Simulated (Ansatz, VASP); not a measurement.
# Ni (Ni(111)) in two plane-wave programs

Aim: how closely do two programs agree when they are given the same cell, functional and k mesh? Valence electrons are named where the data sets of a main pair hold unlike numbers.

Method: plane waves, with VASP 6.6.1 beside it; band structure at r2SCAN, in Ansatz 0.2.0.

## Step 1: Set-up

The cell holds 7 atoms: 7 Ni. Its edges and angles: a = 2.489 Å, b = 2.489 Å, c = 30.194 Å, α = 90.0°, β = 90.0°, γ = 60.0°. Vacuum lies along c.

Coordinates:

```xyz
7
Lattice="2.4890 0.0000 0.0000 1.2445 2.1556 0.0000 0.0000 0.0000 30.1936" Properties=species:S:1:pos:R:3
Ni    0.0000    0.0000    9.0000
Ni    1.2445    0.7185   11.0323
Ni    2.4890    1.4370   13.0645
Ni    0.0000    0.0000   15.0968
Ni    1.2445    0.7185   17.1291
Ni    2.4890    1.4370   19.1614
Ni    0.0000    0.0000   21.1936
```

## Step 2: VASP: band structure, r2SCAN

A single point gives forces, pressure and levels at one fixed geometry, so differences don't come from the geometry; what else differs is listed under the comparison.

Lines of VASP's logs that name or quote its potential files are left out, and so is its time.

Contents of INCAR:

```
SYSTEM = Ni
PREC = Normal
ENCUT = 300
EDIFF = 1E-06
NELM = 120
ISMEAR = -1
SIGMA = 0.1
LREAL = .FALSE.
ALGO = Normal
METAGGA = R2SCAN
LASPH = .TRUE.
NBANDS = 62
ISPIN = 2
MAGMOM = 1 1 1 1 1 1 1
LMAXMIX = 4
LORBIT = 11
LWAVE = .FALSE.
LCHARG = .TRUE.
IDIPOL = 3
LDIPOL = .TRUE.
DIPOL = 0.5 0.5 0.5
LVHAR = .TRUE.
LVACPOTAV = .TRUE.
LELF = .TRUE.
NEDOS = 1500
```

Contents of POSCAR:

```
Ni
1.0
    2.4890158698      0.0000000000      0.0000000000
    1.2445079349      2.1555509736      0.0000000000
    0.0000000000      0.0000000000     30.1936376853
Ni
7
Direct
    0.0000000000      0.0000000000      0.2980760415
    0.3333333333      0.3333333333      0.3653840277
    0.6666666667      0.6666666667      0.4326920138
    0.0000000000      0.0000000000      0.5000000000
    0.3333333333      0.3333333333      0.5673079862
    0.6666666667      0.6666666667      0.6346159723
    0.0000000000      0.0000000000      0.7019239585
```

Contents of KPOINTS:

```
Automatic mesh
0
Gamma
21 21 1
0 0 0
```

Contents of KPOINTS_OPT:

```
Line mode
14
Line-mode
Reciprocal
  0.00000000   0.00000000   0.00000000 GAMMA
  0.00000000  -0.50000000   0.00000000 M

  0.00000000  -0.50000000   0.00000000 M
  0.33333333  -0.33333333   0.00000000 K

  0.33333333  -0.33333333   0.00000000 K
  0.00000000   0.00000000   0.00000000 GAMMA
```

PAW data sets: Ni (PBE family, release 64).

Command:

```bash
$ mpirun -np 2 vasp_std
```

Numbers of over 12 decimals in the logs are rounded to 6 here.

Log:

```text
[banner, memory and clock lines left out]
running    2 mpi-ranks, on    1 nodes
 distrk:  each k-point on    2 cores,    1 groups
 distr:  one band on    1 cores,    2 groups

 POSCAR found type information on POSCAR Ni
 POSCAR found :  1 types and       7 ions
|                                                                             |
|               ----> ADVICE to this user running VASP <----                  |
|                                                                             |
|     You enforced a specific xc type in the INCAR file but a different       |
|     [... a line on the potential file left out ...]
|     I HOPE YOU KNOW WHAT YOU ARE DOING!                                     |
|                                                                             |

 LDA part: xc-table for (None), standard interpolation
 POSCAR, INCAR and KPOINTS ok, starting setup
 FFT: planning ... GRIDC
 FFT: planning ... GRID_SOFT
 FFT: planning ... GRID
 WAVECAR not read
 entering main loop
       N       E                     dE             d eps       ncg     rms          rms(c)
DAV:   1     0.384624570439E+03    0.38462E+03   -0.22207E+04 12048   0.911E+02
DAV:   2    -0.550325762917E+02   -0.43966E+03   -0.40612E+03 11948   0.245E+02
DAV:   3    -0.979954950476E+02   -0.42963E+02   -0.39933E+02 13024   0.963E+01
DAV:   4    -0.988648917761E+02   -0.86940E+00   -0.86731E+00 13506   0.164E+01
DAV:   5    -0.988835389153E+02   -0.18647E-01   -0.18646E-01 17402   0.150E+00    0.273E+01
DAV:   6    -0.914128663521E+02    0.74707E+01   -0.83475E+01 14378   0.104E+02    0.362E+01
DAV:   7    -0.101886030678E+03   -0.10473E+02   -0.58866E+01 14696   0.127E+02    0.476E+01
DAV:   8    -0.895560451408E+02    0.12330E+02   -0.47902E+01 16968   0.673E+01    0.361E+01
DAV:   9    -0.839202831107E+02    0.56358E+01   -0.19787E+01 16200   0.447E+01    0.226E+01
DAV:  10    -0.845155087323E+02   -0.59523E+00   -0.23854E+01 14738   0.645E+01    0.232E+01
DAV:  11    -0.848025681140E+02   -0.28706E+00   -0.13856E+01 14200   0.393E+01    0.279E+01
DAV:  12    -0.819063565223E+02    0.28962E+01   -0.32209E+00 14940   0.245E+01    0.133E+01
DAV:  13    -0.820630318325E+02   -0.15668E+00   -0.71270E-01 13470   0.638E+00    0.950E+00
DAV:  14    -0.821008616142E+02   -0.37830E-01   -0.27726E+00 19890   0.144E+01    0.515E+00
[...]
DAV:  49    -0.822858217075E+02    0.49724E-05   -0.64264E-07  8990   0.319E-03    0.938E-04
DAV:  50    -0.822858205730E+02    0.11345E-05   -0.48936E-07  8708   0.249E-03    0.811E-04
DAV:  51    -0.822858265775E+02   -0.60046E-05   -0.52987E-07  8984   0.317E-03    0.454E-04
DAV:  52    -0.822858144817E+02    0.12096E-04   -0.65358E-07  8998   0.296E-03    0.545E-04
DAV:  53    -0.822858185038E+02   -0.40221E-05   -0.10748E-07  8240   0.157E-03    0.471E-04
DAV:  54    -0.822858198194E+02   -0.13156E-05   -0.27295E-07  8814   0.209E-03    0.438E-04
DAV:  55    -0.822858186434E+02    0.11760E-05   -0.11403E-07  8332   0.145E-03    0.430E-04
DAV:  56    -0.822858195345E+02   -0.89104E-06   -0.25768E-07  8486   0.184E-03
|                                                                             |
|           W    W    AA    RRRRR   N    N  II  N    N   GGGG   !!!           |
|           W    W   A  A   R    R  NN   N  II  NN   N  G    G  !!!           |
|           W    W  A    A  R    R  N N  N  II  N N  N  G       !!!           |
|           W WW W  AAAAAA  RRRRR   N  N N  II  N  N N  G  GGG   !            |
|           WW  WW  A    A  R   R   N   NN  II  N   NN  G    G                |
|           W    W  A    A  R    R  N    N  II  N    N   GGGG   !!!           |
|                                                                             |
|     Did not find any points to average over, which means that no vacuum     |
|     field-free region was found. Please increase the size of  your cell     |
|     in the dimension of the dipole correction to obtain accurate            |
|     workfunction values.                                                    |
|                                                                             |

   1 F= -.82285820E+02 E0= -.82146535E+02  d E =-.278570E+00  mag=     5.3350
 Start KPOINTS_OPT (optional k-point list driver)
k-point batch [1-42\42]
       N       E                     dE             ncg
DAV:   1     0.174028323687E+05   -0.54399E+05    10568
DAV:   2    -0.539851479887E+02   -0.17457E+05    10478
DAV:   3    -0.166984387030E+04   -0.16159E+04    11388
DAV:   4    -0.170186388996E+04   -0.32020E+02    11702
DAV:   5    -0.170272462466E+04   -0.86073E+00    15470
DAV:   6    -0.170273086098E+04   -0.62363E-02    12494
DAV:   7    -0.170273107960E+04   -0.21863E-03    15598
DAV:   8    -0.170273108204E+04   -0.24390E-05     8058
DAV:   9    -0.170273108242E+04   -0.37889E-06     6780
|                                                                             |
|           W    W    AA    RRRRR   N    N  II  N    N   GGGG   !!!           |
|           W    W   A  A   R    R  NN   N  II  NN   N  G    G  !!!           |
|           W    W  A    A  R    R  N N  N  II  N N  N  G       !!!           |
|           W WW W  AAAAAA  RRRRR   N  N N  II  N  N N  G  GGG   !            |
|           WW  WW  A    A  R   R   N   NN  II  N   NN  G    G                |
|           W    W  A    A  R    R  N    N  II  N    N   GGGG   !!!           |
|                                                                             |
|     Did not find any points to average over, which means that no vacuum     |
|     field-free region was found. Please increase the size of  your cell     |
|     in the dimension of the dipole correction to obtain accurate            |
|     workfunction values.                                                    |
|                                                                             |
```

OUTCAR, selected parts (step 2):

```text
ion  position               nearest neighbor table
   1  0.000  0.000  0.298-   2 2.49   2 2.49   2 2.49
   2  0.333  0.333  0.365-   3 2.49   3 2.49   3 2.49   1 2.49   1 2.49   1 2.49
   3  0.667  0.667  0.433-   2 2.49   2 2.49   2 2.49   4 2.49   4 2.49   4 2.49
   4  0.000  0.000  0.500-   3 2.49   5 2.49   3 2.49   5 2.49   3 2.49   5 2.49
   5  0.333  0.333  0.567-   6 2.49   6 2.49   6 2.49   4 2.49   4 2.49   4 2.49
   6  0.667  0.667  0.635-   5 2.49   5 2.49   5 2.49   7 2.49   7 2.49   7 2.49
   7  0.000  0.000  0.702-   6 2.49   6 2.49   6 2.49

  LATTYP: Found a hexagonal cell.
 ALAT       =     2.4890158697
 C/A-ratio  =    12.1307533843

 Subroutine GETGRP returns: Found 12 space group operations
 (whereof 12 operations were pure point group operations)

The static configuration has the point symmetry D_3d.

 Found     48 irreducible k-points:

   k-points           NKPTS =     48   k-points in BZ     NKDIM =     48   number of bands    NBANDS=     62

   dimension x,y,z NGX =    12 NGY =   12 NGZ =  128
   dimension x,y,z NGXF=    24 NGYF=   24 NGZF=  256

   ENCUT  =  300.0 eV  22.05 Ry    4.70 a.u.   3.52  3.52 42.64*2*pi/ulx,y,z

   NELECT =      70.0000    total number of electrons

 k-points in reciprocal lattice and weights: Automatic mesh
   0.00000000  0.00000000  0.00000000       0.002
   0.04761905  0.00000000  0.00000000       0.014
   0.09523810  0.00000000  0.00000000       0.014
   0.14285714 -0.00000000  0.00000000       0.014
   0.19047619  0.00000000  0.00000000       0.014
   0.23809524  0.00000000  0.00000000       0.014
   0.28571429 -0.00000000  0.00000000       0.014
   0.33333333 -0.00000000  0.00000000       0.014
   0.38095238  0.00000000  0.00000000       0.014
[...]
-0.38095238  0.28571429  0.00000000       0.027
  -0.33333333  0.33333333  0.00000000       0.005

 dipolmoment           0.000000      0.000000      0.000000 electrons x Angstroem

 average (electrostatic) potential at core
       1 -94.6755       2 -94.8818       3 -94.7946       4 -94.7954       5 -94.7946
       6 -94.8818       7 -94.6755

 E-fermi :   1.8860

 spin component 1
 k-point     1 :       0.0000    0.0000    0.0000
  band No.  band energies     occupation
    ...
     39       0.6997      0.99999
     40       0.7906      0.99998
     41       0.7909      0.99998
     42       1.3730      0.99412
     43       1.7963      0.71029
     44       6.5057      0.00000
     45       6.7349      0.00000
     46       7.2042      0.00000
     47       8.1935      0.00000
     48       8.5114      0.00000
    ...

 k-point     2 :       0.0476    0.0000    0.0000
  band No.  band energies     occupation
    ...
     38       0.5979      1.00000
     39       0.7001      0.99999
     40       0.7934      0.99998
     41       0.8823      0.99996
     42       1.6677      0.89872
     43       2.1209      0.08718
     44       6.5759      0.00000
     45       6.8080      0.00000
     46       7.2683      0.00000
     47       8.2633      0.00000
    ...

 k-point     3 :       0.0952    0.0000    0.0000
  band No.  band energies     occupation
    ...
     37       0.6003      1.00000
     38       0.6838      0.99999
     39       0.7014      0.99999
     40       0.8004      0.99998
     41       1.2928      0.99735
     42       2.2117      0.03708
     43       2.7742      0.00014
     44       6.7850      0.00000
     45       7.0273      0.00000
     46       7.4590      0.00000
    ...

 k-point     4 :       0.1429   -0.0000    0.0000
  band No.  band energies     occupation
    ...
     37       0.6029      1.00000
     38       0.7041      0.99999
     39       0.8113      0.99998
     40       0.9474      0.99992
     41       1.7641      0.77195
     42       2.8423      0.00007
     43       3.5573      0.00000
     44       7.1286      0.00000
     45       7.3927      0.00000
     46       7.7733      0.00000
    ...

 k-point     5 :       0.1905    0.0000    0.0000
  band No.  band energies     occupation
    ...
     36       0.5249      1.00000
     37       0.6056      1.00000
     38       0.7084      0.99999
     39       0.8244      0.99998
     40       1.2560      0.99817
     41       2.2770      0.01964
     42       3.5336      0.00000
     43       4.4282      0.00000
     44       7.5967      0.00000
     45       7.9041      0.00000
    ...

 k-point     6 :       0.2381    0.0000    0.0000
  band No.  band energies     occupation
    ...
     36       0.6123      1.00000
     37       0.6956      0.99999
     38       0.7149      0.99999
     39       0.8375      0.99997
     40       1.6129      0.93881
     41       2.8386      0.00007
     42       4.2783      0.00000
     43       5.3724      0.00000
     44       8.1709      0.00000
     45       8.5596      0.00000
    ...

  Total       -4.6421024     -4.6421024     -3.0944796     -0.0000000      0.0000000      0.0000000
  in kB      -45.9117557    -45.9117557    -30.6053115     -0.0000000      0.0000000      0.0000000
  external PRESSURE =     -40.8096076 kB  Pullay stress =       0.0000000 kB

  energy-cutoff  :      300.00
  volume of cell :      161.99
      direct lattice vectors                 reciprocal lattice vectors
     2.489015870  0.000000000  0.000000000     0.401765217 -0.231959256  0.000000000
     1.244507935  2.155550974  0.000000000     0.000000000  0.463918512  0.000000000
     0.000000000  0.000000000 30.193637685     0.000000000  0.000000000  0.033119560

 POSITION                                       TOTAL-FORCE (eV/Angst)
 -----------------------------------------------------------------------------------
      0.00000      0.00000      9.00000        -0.000000     -0.000000      0.258780
      1.24451      0.71852     11.03227        -0.000000      0.000000     -0.113864
      2.48902      1.43703     13.06455         0.000000     -0.000000     -0.012164
      0.00000      0.00000     15.09682         0.000000     -0.000000      0.000000
      1.24451      0.71852     17.12909        -0.000000     -0.000000      0.012164
      2.48902      1.43703     19.16136         0.000000      0.000000      0.113864
      0.00000      0.00000     21.19364         0.000000      0.000000     -0.258780
 -----------------------------------------------------------------------------------
    total drift:                                0.000000      0.000000      0.000000

  FREE ENERGIE OF THE ION-ELECTRON SYSTEM (eV)
  ---------------------------------------------------
  free  energy   TOTEN  =       -82.2858195345 eV

  energy  without entropy=      -82.0072497929  energy(sigma->0) =      -82.14653466

 total charge
# of ion       s       p       d       tot
------------------------------------------
    1        0.508   0.404   8.275   9.187
    2        0.510   0.516   8.289   9.315
    3        0.514   0.517   8.298   9.330
    4        0.514   0.518   8.296   9.328
    5        0.514   0.517   8.298   9.330
    6        0.510   0.516   8.289   9.315
    7        0.508   0.404   8.275   9.187
--------------------------------------------------
tot          3.579   3.392  58.020  64.991

 magnetization (x)
# of ion       s       p       d       tot
------------------------------------------
    1       -0.005  -0.037   0.874   0.832
    2       -0.008  -0.044   0.850   0.798
    3       -0.010  -0.041   0.794   0.743
    4       -0.011  -0.043   0.804   0.750
    5       -0.010  -0.041   0.794   0.743
    6       -0.008  -0.044   0.850   0.798
    7       -0.005  -0.037   0.874   0.832
--------------------------------------------------
tot         -0.059  -0.288   5.841   5.494

[... 6 further parts left out ...]
```

The magnetic state follows from one typed start and may not be the lowest. With spin, VASP writes an ELF for each channel. SCAN-type functionals tend to overstate the moments of itinerant magnets.

[end of part 1 of 2]

[Lines on the potential files, build, host, timing and source positions are cut from VASP's logs without a mark.]

[Logs are printed without paths, hosts, clocks, repeated set-up lines and the standing remarks that a program may print on its own settings, such as how far it seeks lower states.]

[Hosts, paths, dates, database ids (printed as entryN), source tags and the programs' standing remarks are cut or masked in the printed files.]
